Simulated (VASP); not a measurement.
Level of theory: revPBE GGA, VASP's PBE PAW potentials (set 64) (plane waves; VASP 6.6.1).

VASP ran on this input.

**INCAR**
```
! general
SYSTEM   =  Sc
PREC     =  Accurate
ENCUT    =  520   ! plane-wave cut-off (eV)
LREAL    =  F   ! projection in real space or not
LASPH    =  T

! electronic loop
EDIFF    =  1E-7   ! SCF stop (eV)
NELM     =  100   ! most electronic steps
ALGO     =  Normal
LMAXMIX  =  4   ! l cut-off of mixed one-centre charges

! smearing
ISMEAR   =  1
SIGMA    =  0.1

! functional
GGA      =  RE

! ions
IBRION   =  2   ! conjugate gradients
NSW      =  30   ! most ionic steps
ISIF     =  4   ! ions and shape, fixed volume
EDIFFG   =  -0.01   ! ionic stop

! output
LWAVE    =  F
LCHARG   =  F
```

### KPOINTS
```
Automatic mesh
0
gamma
  13 13 7
```

### POSCAR
```
Sc
1.0
  1.6578683535  -2.8715121318   0.0000000000
  1.6578683535   2.8715121318   0.0000000000
  0.0000000000   0.0000000000   5.1621933761
Sc
2
direct
  0.3333330000   0.6666670000   0.2500000000
  0.6666670000   0.3333330000   0.7500000000
```

POTCAR, in this order: Sc_sv (PBE.64 set). Program: vasp_std.

The resulting files:

**OSZICAR**
```
       N       E                     dE             d eps       ncg     rms          rms(c)
DAV:   1     0.395180440457E+03    0.39518E+03   -0.11072E+04  2520   0.155E+03
DAV:   2     0.111473224752E+02   -0.38403E+03   -0.37813E+03  3444   0.664E+02
DAV:   3    -0.129027202623E+02   -0.24050E+02   -0.23366E+02  4135   0.195E+02
DAV:   4    -0.133049149680E+02   -0.40219E+00   -0.40112E+00  3891   0.244E+01
DAV:   5    -0.133120779050E+02   -0.71629E-02   -0.71570E-02  4179   0.310E+00    0.753E+00
DAV:   6    -0.121390266336E+02    0.11731E+01   -0.27831E+00  3164   0.220E+01    0.227E+00
DAV:   7    -0.119935870305E+02    0.14544E+00   -0.69179E-01  3297   0.101E+01    0.886E-01
DAV:   8    -0.119861636595E+02    0.74234E-02   -0.27924E-02  3521   0.246E+00    0.238E-01
DAV:   9    -0.119847992339E+02    0.13644E-02   -0.80893E-03  3361   0.117E+00    0.247E-02
DAV:  10    -0.119848243409E+02   -0.25107E-04   -0.18876E-04  4296   0.219E-01    0.988E-03
DAV:  11    -0.119848181585E+02    0.61825E-05   -0.53168E-06  4024   0.362E-02    0.280E-03
DAV:  12    -0.119848204950E+02   -0.23365E-05   -0.73293E-07  2872   0.118E-02    0.135E-03
DAV:  13    -0.119848198142E+02    0.68087E-06   -0.66138E-08  2009   0.513E-03    0.190E-04
DAV:  14    -0.119848197940E+02    0.20195E-07   -0.17219E-08  2002   0.351E-03
   1 F= -.11984820E+02 E0= -.11984272E+02  d E =-.119848E+02
       N       E                     dE             d eps       ncg     rms          rms(c)
DAV:   1    -0.119848631692E+02   -0.43355E-04   -0.57344E-03  2772   0.162E+00    0.493E-02
DAV:   2    -0.119848570175E+02    0.61517E-05   -0.41675E-04  4095   0.336E-01    0.316E-02
DAV:   3    -0.119848374832E+02    0.19534E-04   -0.69293E-05  4496   0.123E-01    0.441E-03
DAV:   4    -0.119848367900E+02    0.69317E-06   -0.34357E-06  3829   0.326E-02    0.231E-03
DAV:   5    -0.119848371050E+02   -0.31494E-06   -0.11686E-07  1814   0.709E-03    0.449E-04
DAV:   6    -0.119848371508E+02   -0.45783E-07   -0.29706E-08  1596   0.416E-03
   2 F= -.11984837E+02 E0= -.11984295E+02  d E =-.173568E-04
```

### OUTCAR
```
------------------------ aborting loop because EDIFF is reached ----------------------------------------
  FORCE on cell =-STRESS in cart. coord.  units (eV):
  Direction    XX          YY          ZZ          XY          YZ          ZX
  --------------------------------------------------------------------------------------
  Total        0.5211408      0.5211408      0.5026339      0.0000000     -0.0000000      0.0000000
  in kB       16.9879391     16.9879381     16.3846587      0.0000000     -0.0000000      0.0000000
  external PRESSURE =      16.7868453 kB  Pullay stress =       0.0000000 kB
  volume of cell :       49.15
      direct lattice vectors                 reciprocal lattice vectors
     1.658370433 -2.872381757 -0.000000000     0.301500793 -0.174071569  0.000000000
     1.658370433  2.872381757 -0.000000000     0.301500793  0.174071569 -0.000000000
     0.000000000  0.000000000  5.159068096     0.000000000  0.000000000  0.193833456
 POSITION                                       TOTAL-FORCE (eV/Angst)
 -----------------------------------------------------------------------------------
      1.65837      0.95746      1.28977         0.000000     -0.000000      0.000000
      1.65837     -0.95746      3.86930        -0.000000      0.000000      0.000000
 -----------------------------------------------------------------------------------
    total drift:                                0.000000      0.000691     -0.000014
  FREE ENERGIE OF THE ION-ELECTRON SYSTEM (eV)
  ---------------------------------------------------
  free  energy   TOTEN  =       -11.9848371508 eV

  energy  without entropy=      -11.9832111551  energy(sigma->0) =      -11.98429515

 reached required accuracy - stopping structural energy minimisation
```
(Selected blocks of OUTCAR.)

CONTCAR:
```
Sc
   1.00000000000000
     1.6583704330147317   -2.8723817567428762   -0.0000000000000000
     1.6583704330147317    2.8723817567428762   -0.0000000000000000
     0.0000000000000000    0.0000000000000000    5.1590680962658224
  Sc
     2
Direct
     0.3333330000000032    0.6666669999999968    0.2500000000000000
     0.6666669999999968    0.3333330000000032    0.7500000000000000
```

The compound is Sc in the hcp structure. This cell is one point of a volume scan, at 0.97 of the reference volume. Symmetry was kept, so distortions that lower it aren't found.
